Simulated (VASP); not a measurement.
Input:

```xyz
3
Lattice="1.6906 -2.9283 0.0000 1.6906 2.9283 0.0000 0.0000 0.0000 5.6989" Properties=species:S:1:pos:R:3 pbc="T T T"
Ti     0.0000     0.0000     0.0000
S      1.6906     0.9761     1.4287
S      1.6906    -0.9761     4.2702
```

Computed with optB86b-vdW, VASP's PBE PAW potentials (set 64) (plane waves; VASP). Numerical set-up: 520 eV cut-off, 9×9×5 Γ-centred mesh, first-order Methfessel-Paxton smearing of 0.10 eV, potentials Ti_sv S.

Problem. Predict the energy per atom (σ→0), band gap (on the k-mesh) with the smallest direct gap where there is one.

Solution. 
```
Item                                                         Value
------------------------  ----------------------------------------
band gap (on the k-mesh)  none (metal, semimetal or under 0.01 eV)
energy per atom (σ→0)                               -4821 meV/atom
```

Only differences to runs with the same potentials and settings are physical.

The compound is TiS2 in the 1T layered structure. It was relaxed first. The start is the result of an earlier pass.
